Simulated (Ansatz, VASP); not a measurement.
# Be3B2C in VASP and in Ansatz

```
Be B C
1.0
     4.08685    0.00000    0.00000
    -2.04343    3.53932    0.00000
     0.00000    0.00000    4.46030
Be B C
3 2 1
Direct
  0.50000 0.00000 0.00000
  0.00000 0.50000 0.00000
  0.50000 0.50000 0.00000
  0.00000 0.00000 0.81768
  0.00000 0.00000 0.18232
  0.00000 0.00000 0.50000
```

Alike in both runs: functional PBE; k mesh 6 × 6 × 4; occupations gaussian, width 0.1 eV; no spin polarisation.

Ansatz relaxed the structure, and its values are those at the end. VASP's run is a single point on that final structure, the one shown.

|  | VASP | Ansatz |
| --- | --- | --- |
| version | VASP 6.6.1 | Ansatz 0.2.0 |
| potentials or method | VASP PAW PBE potentials, release 64 (Be, B, C) | scalar-relativistic, plane waves, PAW |
| plane-wave cutoff (eV) | 520 | 420 |
| valence electrons in the cell | 16 | 16 |

|  | VASP | Ansatz | Ansatz less VASP |
| --- | --- | --- | --- |
| gap on the k mesh at the Fermi level (eV) | none | none | - |
| pressure (GPa) | 0.1 | 0.0 | -0.02 |
| rms of the force components (eV/Å) | 0.004 | 0.000 | -0.0035 |

A gap of «none» marks a metal or a gap that the smearing closes. The functional is the same, so the differences come from potentials, cutoffs and numerics.
